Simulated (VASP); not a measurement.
# Binding against coverage on ZrN(001), part 2 of 2

How do binding energy and the level below the vacuum change as the layer fills? Model: ZrN(001), 2 x 2, four layers.

VASP 6.6.1, plane waves and PAW; the level of theory is named at each step.

So far: Set-up; Relax the state, PBEsol.

**3. Potential of the state, PBEsol**

State “4 of 4 Zr sites hold O”: a tighter run that also writes the potential.

Level: PBEsol; plane waves and PAW (Zr_sv, N, O).

File INCAR:

```
SYSTEM = Zr4N4O
PREC = Normal
ENCUT = 400
EDIFF = 1E-06
NELM = 120
ISMEAR = 1
SIGMA = 0.1
LREAL = Auto
ALGO = Fast
GGA = PS
NBANDS = 176
LASPH = .TRUE.
LORBIT = 11
LWAVE = .FALSE.
LCHARG = .TRUE.
KPAR = 4
NCORE = 2
IDIPOL = 3
LDIPOL = .TRUE.
DIPOL = 0.5 0.5 0.495
LVHAR = .TRUE.
LVACPOTAV = .TRUE.
NEDOS = 1500
```

File POSCAR:

```
Zr4N4O
1.0
    6.4488138440      0.0000000000      0.0000000000
    0.0000000000      6.4488138440      0.0000000000
    0.0000000000      0.0000000000     24.5400000000
Zr N O
16 16 4
Selective dynamics
Direct
    0.0000000000      0.0000000000      0.3259983700  F F F
    0.0000000000      0.5000000000      0.3259983700  F F F
    0.5000000000      0.0000000000      0.3259983700  F F F
    0.5000000000      0.5000000000      0.3259983700  F F F
    0.2500000000      0.2500000000      0.4189079050  F F F
    0.2500000000      0.7500000000      0.4189079050  F F F
    0.7500000000      0.2500000000      0.4189079050  F F F
    0.7500000000      0.7500000000      0.4189079050  F F F
    0.0000000000      0.0000000000      0.5215295742  T T T
    0.0000000000      0.5000000000      0.5215295742  T T T
    0.5000000000      0.0000000000      0.5215295742  T T T
    0.5000000000      0.5000000000      0.5215295742  T T T
    0.2500000000      0.2500000000      0.6303298749  T T T
    0.2500000000      0.7500000000      0.6303298749  T T T
    0.7500000000      0.2500000000      0.6303298749  T T T
    0.7500000000      0.7500000000      0.6303298749  T T T
    0.2500000000      0.2500000000      0.3259983700  F F F
    0.2500000000      0.7500000000      0.3259983700  F F F
    0.7500000000      0.2500000000      0.3259983700  F F F
    0.7500000000      0.7500000000      0.3259983700  F F F
    0.0000000000      0.0000000000      0.4189079050  F F F
    0.0000000000      0.5000000000      0.4189079050  F F F
    0.5000000000      0.0000000000      0.4189079050  F F F
    0.5000000000      0.5000000000      0.4189079050  F F F
    0.2500000000      0.2500000000      0.5106344001  T T T
    0.2500000000      0.7500000000      0.5106344001  T T T
    0.7500000000      0.2500000000      0.5106344001  T T T
    0.7500000000      0.7500000000      0.5106344001  T T T
    0.0000000000      0.0000000000      0.6043578097  T T T
    0.0000000000      0.5000000000      0.6043578097  T T T
    0.5000000000      0.0000000000      0.6043578097  T T T
    0.5000000000      0.5000000000      0.6043578097  T T T
    0.2500000000      0.2500000000      0.7007598241  T T T
    0.2500000000      0.7500000000      0.7007598241  T T T
    0.7500000000      0.2500000000      0.7007598241  T T T
    0.7500000000      0.7500000000      0.7007598241  T T T
```

File KPOINTS:

```
Automatic mesh
0
Gamma
4 4 1
0 0 0
```

PAW data sets: Zr_sv, N and O (PBE family, release 64).

Launch:

```bash
$ mpirun -np 8 vasp_std
```

What it wrote:

```text
[banner, memory and clock lines left out]
running    8 mpi-ranks, on    1 nodes
[...]
[... a notice as in an earlier step ...]

 LDA part: xc-table for (Slater+PW92), standard interpolation
 POSCAR, INCAR and KPOINTS ok, starting setup
[...]
entering main loop
       N       E                     dE             d eps       ncg     rms          rms(c)
DAV:   1     0.288591189081E+04    0.28859E+04   -0.13739E+05  2440   0.128E+03
DAV:   2    -0.706006099120E+02   -0.29565E+04   -0.28702E+04  2536   0.417E+02
DAV:   3    -0.392634126186E+03   -0.32203E+03   -0.31848E+03  2792   0.119E+02
DAV:   4    -0.427109573448E+03   -0.34475E+02   -0.34397E+02  3824   0.343E+01
[...]
RMM:  27    -0.363191334461E+03   -0.29341E-03   -0.78466E-04  3804   0.445E-02    0.533E-02
RMM:  28    -0.363191624447E+03   -0.28999E-03   -0.51389E-04  3826   0.358E-02    0.314E-02
RMM:  29    -0.363191755564E+03   -0.13112E-03   -0.53602E-04  3815   0.321E-02    0.140E-02
WARNING in EDDRMM: call to ZHEGV failed, returncode =   6  3     92
RMM:  30    -0.363191866644E+03   -0.11108E-03   -0.22733E-04  3678   0.245E-02    0.127E-02
 num prob  num prob WARNING in EDDRMM: call to ZHEGV failed, returncode =   6  3    113
RMM:  31    -0.363191888979E+03   -0.22335E-04   -0.11358E-04  3471   0.175E-02    0.126E-02
 num prob  num prob  num prob  num prob  num prob RMM:  32    -0.363191904640E+03   -0.15661E-04   -0.95086E-05  3257   0.136E-02    0.618E-03
 num prob  num prob  num prob  num prob  num prob  num prob  num prob  num prob RMM:  33    -0.363191912715E+03   -0.80750E-05   -0.46215E-05  2939   0.100E-02    0.608E-03
 num prob  num prob  num prob  num prob  num prob WARNING in EDDRMM: call to ZHEGV failed, returncode =   8  4    158
RMM:  34    -0.363191913740E+03   -0.10249E-05   -0.28427E-05  2683   0.785E-03    0.704E-03
 num prob  num prob  num prob  num prob RMM:  35    -0.363191937822E+03   -0.24082E-04   -0.33805E-05  2980   0.796E-03    0.605E-03
 num prob  num prob  num prob  num prob  num prob  num prob  num prob  num prob RMM:  36    -0.363191942010E+03   -0.41880E-05   -0.13489E-05  2462   0.566E-03    0.522E-03
 num prob  num prob  num prob  num prob  num prob RMM:  37    -0.363191947683E+03   -0.56739E-05   -0.94746E-06  2243   0.462E-03    0.430E-03
 num prob  num prob  num prob  num prob  num prob  num prob RMM:  38    -0.363191952561E+03   -0.48773E-05   -0.82625E-06  2275   0.420E-03    0.281E-03
WARNING in EDDRMM: call to ZHEGV failed, returncode =   6  3     56
WARNING in EDDRMM: call to ZHEGV failed, returncode =   6  3     19
 num prob  num prob RMM:  39    -0.363191953689E+03   -0.11279E-05   -0.43777E-06  1871   0.315E-03    0.239E-03
WARNING in EDDRMM: call to ZHEGV failed, returncode =   8  4     21
 num prob  num prob  num prob  num prob  num prob  num prob RMM:  40    -0.363191954499E+03   -0.81068E-06   -0.34940E-06  1749   0.269E-03
|                                                                             |
|           W    W    AA    RRRRR   N    N  II  N    N   GGGG   !!!           |
|           W    W   A  A   R    R  NN   N  II  NN   N  G    G  !!!           |
|           W    W  A    A  R    R  N N  N  II  N N  N  G       !!!           |
|           W WW W  AAAAAA  RRRRR   N  N N  II  N  N N  G  GGG   !            |
|           WW  WW  A    A  R   R   N   NN  II  N   NN  G    G                |
|           W    W  A    A  R    R  N    N  II  N    N   GGGG   !!!           |
|                                                                             |
|     Did not find any points to average over, which means that no vacuum     |
|     field-free region was found. Please increase the size of  your cell     |
|     in the dimension of the dipole correction to obtain accurate            |
|     workfunction values.                                                    |
|                                                                             |

   1 F= -.36319195E+03 E0= -.36319279E+03  d E =0.251679E-02
```

The job ended after 3.8 min (8 MPI ranks of Intel Xeon Platinum 8259CL at 2.50GHz (Skylake/Cascade Lake), shared host; peak memory 3.5 GiB; 30 min of CPU time).

Parts of OUTCAR (step 3):

```text
  LATTYP: Found a simple tetragonal cell.
 ALAT       =     6.4488138440
 C/A-ratio  =     3.8053509674

 Subroutine GETGRP returns: Found  8 space group operations
 (whereof  8 operations were pure point group operations)

The static configuration has the point symmetry C_4v.

 Found      6 irreducible k-points:

   dimension x,y,z NGX =    32 NGY =   32 NGZ =  120
   dimension x,y,z NGXF=    64 NGYF=   64 NGZF=  240

   ENCUT  =  400.0 eV  29.40 Ry    5.42 a.u.  10.52 10.52 40.02*2*pi/ulx,y,z

   NELECT =     296.0000    total number of electrons

 dipolmoment           0.000000      0.000000      1.875867 electrons x Angstroem

 E-fermi :   0.8667

 k-point     1 :       0.0000    0.0000    0.0000
  band No.  band energies     occupation
    ...
    145       0.3640      2.00000
    146       0.4596      2.00000
    147       0.4596      2.00000
    148       0.5781      2.00035
    149       0.5781      2.00035
    150       0.9592     -0.03101
    151       1.0062     -0.06390
    152       1.9698     -0.00000
    153       1.9698     -0.00000
    154       2.0039     -0.00000
    ...

 k-point     2 :       0.2500    0.0000    0.0000
  band No.  band energies     occupation
    ...
    145       0.3121      2.00000
    146       0.3677      2.00000
    147       0.4504      2.00000
    148       0.5219      2.00001
    149       0.5884      2.00060
    150       1.0344     -0.03911
    151       1.4394     -0.00000
    152       1.6212     -0.00000
    153       1.6567     -0.00000
    154       1.9377     -0.00000
    ...

  Total      -33.2354325    -33.2354325    -16.7216624      0.0000000      0.0000000      0.0000000
  in kB      -52.1768285    -52.1768285    -26.2516010      0.0000000      0.0000000      0.0000000
  external PRESSURE =     -43.5350860 kB  Pullay stress =       0.0000000 kB

 POSITION                                       TOTAL-FORCE (eV/Angst)
 -----------------------------------------------------------------------------------
      0.00000      0.00000      8.00000         0.000000      0.000000      1.581962
      0.00000      3.22441      8.00000        -0.000000      0.000000      1.581962
      3.22441      0.00000      8.00000         0.000000      0.000000      1.581962
      3.22441      3.22441      8.00000        -0.000000     -0.000000      1.581962
      1.61220      1.61220     10.28000        -0.000000      0.000000     -0.186654
      1.61220      4.83661     10.28000        -0.000000     -0.000000     -0.186654
      4.83661      1.61220     10.28000        -0.000000     -0.000000     -0.186654
      4.83661      4.83661     10.28000        -0.000000      0.000000     -0.186654
      0.00000      0.00000     12.79834         0.000000     -0.000000     -0.022756
      0.00000      3.22441     12.79834         0.000000      0.000000     -0.022756
      3.22441      0.00000     12.79834         0.000000      0.000000     -0.022756
      3.22441      3.22441     12.79834         0.000000     -0.000000     -0.022756
      1.61220      1.61220     15.46830         0.000000     -0.000000     -0.032243
      1.61220      4.83661     15.46830         0.000000     -0.000000     -0.032243
      4.83661      1.61220     15.46830         0.000000      0.000000     -0.032243
      4.83661      4.83661     15.46830        -0.000000     -0.000000     -0.032243
      1.61220      1.61220      8.00000        -0.000000      0.000000     -0.981608
      1.61220      4.83661      8.00000        -0.000000     -0.000000     -0.981608
      4.83661      1.61220      8.00000        -0.000000     -0.000000     -0.981608
      4.83661      4.83661      8.00000        -0.000000      0.000000     -0.981608
      0.00000      0.00000     10.28000        -0.000000      0.000000     -0.325634
      0.00000      3.22441     10.28000         0.000000      0.000000     -0.325634
      3.22441      0.00000     10.28000         0.000000      0.000000     -0.325634
      3.22441      3.22441     10.28000        -0.000000     -0.000000     -0.325634
      1.61220      1.61220     12.53097         0.000000      0.000000     -0.016139
      1.61220      4.83661     12.53097         0.000000      0.000000     -0.016139
      4.83661      1.61220     12.53097        -0.000000     -0.000000     -0.016139
      4.83661      4.83661     12.53097        -0.000000      0.000000     -0.016139
      0.00000      0.00000     14.83094         0.000000      0.000000     -0.034213
      0.00000      3.22441     14.83094        -0.000000     -0.000000     -0.034213
      3.22441      0.00000     14.83094         0.000000      0.000000     -0.034213
      3.22441      3.22441     14.83094         0.000000      0.000000     -0.034213
      1.61220      1.61220     17.19665         0.000000     -0.000000      0.017286
      1.61220      4.83661     17.19665         0.000000      0.000000      0.017286
      4.83661      1.61220     17.19665         0.000000     -0.000000      0.017286
      4.83661      4.83661     17.19665         0.000000      0.000000      0.017286
 -----------------------------------------------------------------------------------
    total drift:                                0.000000      0.000000     -0.094216

  FREE ENERGIE OF THE ION-ELECTRON SYSTEM (eV)
  ---------------------------------------------------
  free  energy   TOTEN  =      -363.1919544993 eV

  energy  without entropy=     -363.1944712888  energy(sigma->0) =     -363.19279343

 vacuum level on the upper side and lower side of the slab        10.799         2.628

 total charge
# of ion       s       p       d       tot
------------------------------------------
    1        2.159   6.005   1.658   9.822
    2        2.159   6.005   1.658   9.822
    3        2.159   6.005   1.658   9.822
    4        2.159   6.005   1.658   9.822
    5        2.171   6.038   1.649   9.858
    6        2.171   6.038   1.649   9.858
    7        2.171   6.038   1.649   9.858
    8        2.171   6.038   1.649   9.858
    9        2.187   6.035   1.610   9.832
   10        2.187   6.035   1.610   9.832
   11        2.187   6.035   1.610   9.832
   12        2.187   6.035   1.610   9.832
   13        2.188   6.017   1.946  10.152
   14        2.188   6.017   1.946  10.152
   15        2.188   6.017   1.946  10.152
   16        2.188   6.017   1.946  10.152
   17        1.255   2.366   0.000   3.621
   18        1.255   2.366   0.000   3.621
   19        1.255   2.366   0.000   3.621
   20        1.255   2.366   0.000   3.621
   21        1.253   2.394   0.000   3.646
   22        1.253   2.394   0.000   3.646
   23        1.253   2.394   0.000   3.646
   24        1.253   2.394   0.000   3.646
   25        1.253   2.392   0.000   3.645
   26        1.253   2.392   0.000   3.645
   27        1.253   2.392   0.000   3.645
   28        1.253   2.392   0.000   3.645
   29        1.255   2.407   0.000   3.662
   30        1.255   2.407   0.000   3.662
   31        1.255   2.407   0.000   3.662
   32        1.255   2.407   0.000   3.662
   33        1.636   3.343   0.000   4.979
   34        1.636   3.343   0.000   4.979
   35        1.636   3.343   0.000   4.979
   36        1.636   3.343   0.000   4.979
--------------------------------------------------
tot         61.431 147.988  27.451 236.870

[... 2 parts as in an earlier step ...]

[... 7 further parts left out ...]
```

Numbers from this step:

- energy(sigma→0) of the program: -363.1928 eV
- work function, upper and lower side: 9.93, 1.76 eV

VASP warns that it found no field-free region by its own threshold; the planar potential, read 60 % of the way from the top atom to the cell's edge, stands at 9.94 eV above the Fermi level.

**4. Free molecule: O2, PBEsol**

Each gas relaxes alone in a box.

Level: PBEsol, spin-polarised from a ferromagnetic start; plane waves and PAW (O).

System, named by how it was started: O2. The cell holds 2 atoms: 2 O. Its edges and angles: a = 10.000 Å, b = 10.500 Å, c = 13.000 Å, α = 90.0°, β = 90.0°, γ = 90.0°. Vacuum lies along a, b and c.

File INCAR:

```
SYSTEM = O
PREC = Normal
ENCUT = 400
EDIFF = 1E-05
NELM = 120
ISMEAR = 0
SIGMA = 0.01
LREAL = Auto
ALGO = Normal
GGA = PS
NBANDS = 14
ISPIN = 2
MAGMOM = 1 0.2
LASPH = .TRUE.
LORBIT = 11
LWAVE = .FALSE.
LCHARG = .FALSE.
NCORE = 4
IBRION = 2
NSW = 60
ISIF = 2
EDIFFG = -0.03
POTIM = 0.4
MAXMIX = 40
ISYM = 0
```

File POSCAR:

```
O
1.0
   10.0000000000      0.0000000000      0.0000000000
    0.0000000000     10.5000000000      0.0000000000
    0.0000000000      0.0000000000     13.0000000000
O
2
Direct
    0.5000000000      0.5000000000      0.4534615400
    0.5000000000      0.5000000000      0.5465384600
```

File KPOINTS:

```
Automatic mesh
0
Gamma
1 1 1
0 0 0
```

The projector-augmented-wave data sets are O (PBE family, release 64).

Launch:

```bash
$ mpirun -np 16 vasp_gam
```

What it wrote:

```text
[banner, memory and clock lines left out]
running   16 mpi-ranks, on    1 nodes
[...]
|                                                                             |
|               ----> ADVICE to this user running VASP <----                  |
|                                                                             |
|     You have a (more or less) 'small supercell' and for smaller cells       |
|     it is recommended to use the reciprocal-space projection scheme!        |
|     The real-space optimization is not efficient for small cells and it     |
|     is also less accurate ...                                               |
|     Therefore, set LREAL=.FALSE. in the INCAR file.                         |
|                                                                             |

 [... a notice as in an earlier step ...]

 LDA part: xc-table for (Slater+PW92), standard interpolation
|                                                                             |
|           W    W    AA    RRRRR   N    N  II  N    N   GGGG   !!!           |
[...]
|                                                                             |

 POSCAR, INCAR and KPOINTS ok, starting setup
[...]
entering main loop
       N       E                     dE             d eps       ncg     rms          rms(c)
DAV:   1     0.127409026467E+03    0.12741E+03   -0.25277E+03    80   0.321E+02
DAV:   2     0.436343171541E+02   -0.83775E+02   -0.76536E+02   104   0.770E+01
DAV:   3    -0.507402072754E+01   -0.48708E+02   -0.48245E+02    88   0.690E+01
DAV:   4    -0.996329536033E+01   -0.48893E+01   -0.48869E+01    80   0.277E+01
[...]
DAV:  15    -0.102586060779E+02   -0.15604E-02   -0.43155E-05    80   0.199E-02    0.349E-03
DAV:  16    -0.102588288632E+02   -0.22279E-03   -0.19605E-05    80   0.134E-02    0.193E-03
DAV:  17    -0.102588265962E+02    0.22670E-05   -0.54801E-06    80   0.852E-03
   1 F= -.10258827E+02 E0= -.10258827E+02  d E =-.102588E+02  mag=     2.0013
[... from here on, the cycles between the ionic steps are left out ...]
   2 F= -.99908142E+01 E0= -.99908142E+01  d E =0.268012E+00  mag=     2.0014
   3 F= -.10272575E+02 E0= -.10272575E+02  d E =-.137482E-01  mag=     2.0000
   4 F= -.10272585E+02 E0= -.10272585E+02  d E =-.137582E-01  mag=     2.0000
[...]
reached required accuracy - stopping structural energy minimisation
```

Elapsed: 13 s, on 16 MPI ranks; peak memory 2.8 GiB; 3.2 min of CPU time.

OUTCAR, selected parts (step 4):

```text
  Total       -1.5727566     -1.6152932     -1.1735345     -0.0000000     -0.0000001      0.0000000
  in kB       -1.8460330     -1.8959606     -1.3774435     -0.0000000     -0.0000001      0.0000000
  external PRESSURE =      -1.7064790 kB  Pullay stress =       0.0000000 kB

 POSITION                                       TOTAL-FORCE (eV/Angst)
 -----------------------------------------------------------------------------------
      5.00000      5.25000      5.88574        -0.000000      0.000000      0.003224
      5.00000      5.25000      7.11426         0.000000     -0.000000     -0.003224
 -----------------------------------------------------------------------------------
    total drift:                                0.000000     -0.000000     -0.000056

  FREE ENERGIE OF THE ION-ELECTRON SYSTEM (eV)
  ---------------------------------------------------
  free  energy   TOTEN  =       -10.2725848214 eV

  energy  without entropy=      -10.2725848214  energy(sigma->0) =      -10.27258482

 magnetization (x)
# of ion       s       p       d       tot
------------------------------------------
    1        0.009   0.804   0.000   0.813
    2        0.009   0.804   0.000   0.813
--------------------------------------------------
tot          0.018   1.609   0.000   1.627

[... 1 part as in an earlier step ...]

[... 3 further parts left out ...]
[key lines of the parts left out:]
E-fermi :  -6.7794
```

This run gave:

* energy(sigma→0) of the program: -10.2726 eV
* ionic steps: 4

**5. All members**

The other members went through these steps as far as the tables show, with one cutoff; 6 runs are not shown. The session took 27 core hours (wall time by ranks) on a shared machine.

Mean binding energy of one O against half of O2; static energies, no zero-point or thermal terms; level: Fermi level of a metal, highest filled level otherwise.

| state | coverage in layers | from state | gas taken up (+) or given off (-) | energy, PBEsol (eV) |
| --- | --- | --- | --- | --- |
| clean | 0 |  |  |  |
| 1 of 4 Zr sites hold O | 0.25 | clean | +0.5 O2 | -2.96 |
| 2 of 4 Zr sites hold O | 0.50 | clean | +1 O2 | -2.60 |
| 3 of 4 Zr sites hold O | 0.75 | clean | +1.5 O2 | -2.15 |
| 4 of 4 Zr sites hold O | 1.00 | clean | +2 O2 | -1.77 |

A blank entry does not apply, was not run or did not finish.

| state | level below the vacuum (eV) | gap (eV) | nearest pair between the added atoms and the rest | its distance (Å) |
| --- | --- | --- | --- | --- |
| clean | 2.20 | 0.00 |  |  |
| 1 of 4 Zr sites hold O | 5.18 | 0.00 | O-Zr | 1.78 |
| 2 of 4 Zr sites hold O | 7.45 | 0.00 | O-Zr | 1.76 |
| 3 of 4 Zr sites hold O | 8.66 | 0.00 | O-Zr | 1.74 |
| 4 of 4 Zr sites hold O | 9.93 | 0.00 | O-Zr | 1.73 |

**6. Results**

```json
{
  "binding at 0.25 layers": "-2.96 eV",
  "binding at 1 layers": "-1.77 eV"
}
```

What this shows: From 0.25 to 1 layers the mean binding weakens by 1.19 eV. The differential binding, step by step, is -2.25, -1.25, -0.61 eV an atom. The level below the vacuum on the upper side spans 2.20 eV (“clean”) to 9.93 eV (“4 of 4 Zr sites hold O”). Vacuum levels are VASP's own where it printed one and read from the planar potential otherwise; the two differ by up to about 0.05 eV, so smaller differences between rows mean nothing. The work function of the untouched lower face drifts by 0.65 eV over the series, a sign that the slab may be too thin to part the two faces. The crystal is taken in the rock-salt form at a typed lattice constant, and the added atoms are held on top sites by symmetry. The slabs ran without spin polarisation, which may matter for added atoms with open shells. One start was relaxed for each state, in a small cell at high coverage; entropy of the gases, which favours steps that give off gas, is left out.

[Lines on the potential files, build, host, timing and source positions are cut from VASP's logs without a mark.]

[Logs are printed without paths, hosts, clocks, repeated set-up lines and the standing remarks that a program may print on its own settings, such as how far it seeks lower states.]

[Hosts, paths, dates, database ids (printed as entryN), source tags and the programs' standing remarks are cut or masked in the printed files.]
